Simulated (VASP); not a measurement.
Input:

```yaml
crystal:
  lattice:
    - [0.00000, 2.72109, 2.72109]
    - [2.72109, 0.00000, 2.72109]
    - [2.72109, 2.72109, 0.00000]
  atoms:
    - { symbol: Ga, position: [0.00000, 0.00000, 0.00000] }
    - { symbol: P, position: [0.25000, 0.25000, 0.25000] }
```

Level of theory: AM05 GGA, VASP's PBE PAW potentials (set 64) (plane waves; VASP). Settings: 520 eV cut-off, Gaussian smearing of 0.050 eV, potentials Ga_d P.

Question: Estimate the band gap (along the path) with the smallest direct gap where there is one.

Answer: 
```yaml
band gap (along the path): 1.54 eV
smallest direct gap (along the path): 1.87 eV
```

Only differences to runs with the same potentials and settings are physical.

The compound is GaP in the zinc blende structure. It was relaxed first.
